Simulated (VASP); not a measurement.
Input for VASP

### INCAR
```
SYSTEM = AuZn
PREC = Accurate
ENCUT = 520
EDIFF = 1E-7
NELM = 100
ALGO = Normal
LREAL = .FALSE.
LASPH = .TRUE.
ISMEAR = 1
SIGMA = 0.1
GGA = PE
IVDW = 13
LMAXMIX = 6
LWAVE = .FALSE.
LCHARG = .FALSE.
ISIF = 2
```

**POSCAR**
```
AuZn
1
    3.1757595273     0.0000000000     0.0000000000
    0.0000000000     3.1757595273     0.0000000000
    0.0000000000     0.0000000000     3.1757595273
Zn Au
1 1
Direct
  0.5000000000   0.5000000000   0.5000000000
  0.0000000000   0.0000000000   0.0000000000
```

### KPOINTS
```
Automatic mesh
0
Gamma
12 12 12
0 0 0
```

POTCAR, in this order: Zn Au (PBE.64 set). Program: vasp_std.

### Question
Write an equivalent input for Ansatz.

### Answer
One equivalent input (not run):
Ansatz 0.2 input:
```yaml
crystal:
  lattice:
    - [3.1757595, 0.0000000, 0.0000000]
    - [0.0000000, 3.1757595, 0.0000000]
    - [0.0000000, 0.0000000, 3.1757595]
  atoms:
    - { symbol: Zn, position: [0.5000000, 0.5000000, 0.5000000] }
    - { symbol: Au, position: [0.0000000, 0.0000000, 0.0000000] }
kpoints:
  mp_grid: { grid: [12, 12, 12] }
hamiltonian:
  xc: pbe
  dispersion: d4
  pseudopotentials: { kind: paw }
scf:
  occupations: { method: methfessel_paxton, width: 0.1 }
  max_iter: 100
output: { forces: true, stress: true, eigenvalues: true }
```
What does not carry over: each code has its own PAW files, so the cut-off isn't converted (ENCUT is set for VASP's; basis.ecutwfc is left out, and Ansatz then takes the one that its files recommend); Ansatz stops its SCF on the density residual and VASP on the energy change (EDIFF).

The compound is AuZn in the CsCl type structure. This cell is one point of a volume scan, at 1.03 of the reference volume.
